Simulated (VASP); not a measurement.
Method: PBE GGA, VASP's PBE PAW potentials (set 64) (plane waves; VASP).

Input for VASP

KPOINTS:
```
Regular mesh
0
G
13 13 13
```

**POSCAR**
```
HfN
3.2094990
  0.0000000000   0.7218908621   0.6920070703
  0.7012907622   0.0000000000   0.6920070703
  0.7012907622   0.7218908621   0.0000000000
Hf N
1 1
Cartesian
  0.0000000000   0.0000000000   0.0000000000
  0.7317590407   0.7218908621   0.6920070703
```

**INCAR**
```
LMAXMIX = 6
ISMEAR = 1   ! Methfessel-Paxton
ISIF = 2
LREAL = .False.
PREC = Accurate
ALGO = Normal
NELM = 100   ! most electronic steps
LWAVE = .False.
EDIFF = 1E-6
ENCUT = 520   ! plane-wave cut-off (eV)
SYSTEM = HfN
LCHARG = .False.
SIGMA = 0.1   ! width (eV)
LASPH = .True.
GGA = PE   ! PBE
```

POTCAR, in this order: Hf_sv N (PBE.64 set). Program: vasp_std.

The run wrote:

### OSZICAR
```
       N       E                     dE             d eps       ncg     rms          rms(c)
DAV:   1     0.103248732476E+03    0.10325E+03   -0.93139E+03  8248   0.135E+03
DAV:   2    -0.238331941214E+02   -0.12708E+03   -0.11953E+03  9656   0.378E+02
DAV:   3    -0.285422970178E+02   -0.47091E+01   -0.46463E+01 10680   0.685E+01
DAV:   4    -0.285864922164E+02   -0.44195E-01   -0.44141E-01  9268   0.662E+00
DAV:   5    -0.285871998773E+02   -0.70766E-03   -0.70731E-03 10564   0.659E-01    0.104E+01
DAV:   6    -0.245864893790E+02    0.40007E+01   -0.16978E+01  9920   0.333E+01    0.393E+00
DAV:   7    -0.245087904521E+02    0.77699E-01   -0.69167E-01  9984   0.738E+00    0.229E+00
DAV:   8    -0.244687577763E+02    0.40033E-01   -0.24764E-01  9488   0.457E+00    0.752E-01
DAV:   9    -0.244607921865E+02    0.79656E-02   -0.99599E-02 10380   0.208E+00    0.366E-01
DAV:  10    -0.244584952890E+02    0.22969E-02   -0.25990E-02  9780   0.127E+00    0.150E-01
DAV:  11    -0.244579011606E+02    0.59413E-03   -0.22636E-03 10044   0.399E-01    0.346E-02
DAV:  12    -0.244579054244E+02   -0.42638E-05   -0.14672E-04 10548   0.955E-02    0.534E-03
DAV:  13    -0.244579046242E+02    0.80012E-06   -0.28103E-06  9484   0.170E-02
   1 F= -.24457905E+02 E0= -.24457871E+02  d E =-.100429E-03
```

**OUTCAR**
```
------------------------ aborting loop because EDIFF is reached ----------------------------------------
  FORCE on cell =-STRESS in cart. coord.  units (eV):
  Direction    XX          YY          ZZ          XY          YZ          ZX
  --------------------------------------------------------------------------------------
  Total        1.3393213     -1.1121760      1.7918130      0.0000000      0.0000000      0.0000000
  in kB       92.6346448    -76.9240571    123.9313932      0.0000000      0.0000000      0.0000000
  external PRESSURE =      46.5473269 kB  Pullay stress =       0.0000000 kB
  volume of cell :       23.16
      direct lattice vectors                 reciprocal lattice vectors
     0.000000000  2.316908000  2.220996000    -0.222144028  0.215804857  0.225124224
     2.250792000  0.000000000  2.220996000     0.222144028 -0.215804857  0.225124224
     2.250792000  2.316908000  0.000000000     0.222144028  0.215804857 -0.225124224
 POSITION                                       TOTAL-FORCE (eV/Angst)
 -----------------------------------------------------------------------------------
      0.00000      0.00000      0.00000         1.213996      0.000000      0.000000
      2.34858      2.31691      2.22100        -1.213996      0.000000      0.000000
 -----------------------------------------------------------------------------------
    total drift:                                0.000008     -0.000000      0.000000
  FREE ENERGIE OF THE ION-ELECTRON SYSTEM (eV)
  ---------------------------------------------------
  free  energy   TOTEN  =       -24.4579046242 eV

  energy  without entropy=      -24.4578041957  energy(sigma->0) =      -24.45787115
```
(Selected blocks of OUTCAR.)

**OUTCAR**
```
 val. band max:       10.3089587122   @ k =  -0.3846   0.1538   0.3846

 cond. band min:      10.3302558127   @ k =  -0.3077   0.3846   0.0769


 Fermi energy:        10.3252877661

 k-point     1 :       0.0000    0.0000    0.0000
  band No.  band energies     occupation
      1     -52.5290      2.00000
      2     -20.9244      2.00000
      3     -20.9009      2.00000
      4     -20.8780      2.00000
      5      -7.1836      2.00000
      6       7.0197      2.00000
      7       7.1285      2.00000
      8       7.1448      2.00000
      9       9.8867      2.00000
     10      10.0045      2.00006
     11      10.2828      1.65248
     12      11.3609     -0.00000

 k-point     2 :       0.0769    0.0000   -0.0000
  band No.  band energies     occupation
      1     -52.5256      2.00000
      2     -20.9656      2.00000
      3     -20.9183      2.00000
      4     -20.8888      2.00000
      5      -7.0499      2.00000
      6       6.4407      2.00000
      7       6.7614      2.00000
      8       6.9648      2.00000
      9       9.9594      2.00000
     10      10.1937      2.06864
     11      10.3877      0.13869
     12      11.8396     -0.00000

 k-point     3 :       0.1538    0.0000   -0.0000
  band No.  band energies     occupation
      1     -52.5162      2.00000
      2     -21.1219      2.00000
      3     -20.9389      2.00000
      4     -20.9002      2.00000
      5      -6.6743      2.00000
      6       5.3207      2.00000
      7       6.0822      2.00000
      8       6.2686      2.00000
      9      10.2436      1.98838
     10      10.6300     -0.00014
     11      10.7602     -0.00000
     12      12.9260      0.00000

 k-point     4 :       0.2308    0.0000   -0.0000
  band No.  band energies     occupation
      1     -52.5028      2.00000
      2     -21.3390      2.00000
      3     -20.9644      2.00000
      4     -20.9140      2.00000
      5      -6.1253      2.00000
      6       4.0872      2.00000
...
```

Unless said otherwise, spin-orbit coupling is left out, though it shifts the bands of the heavy elements here.

The compound is HfN in the rock salt structure. The cell was not relaxed at this level, atoms are displaced from their ideal sites. The run is one of a series of settings (POTCAR Hf_sv N (PBE.64 set) against the base run), some of them coarse on purpose. The electron count is odd and the run is not spin-polarised, which forces a metal.
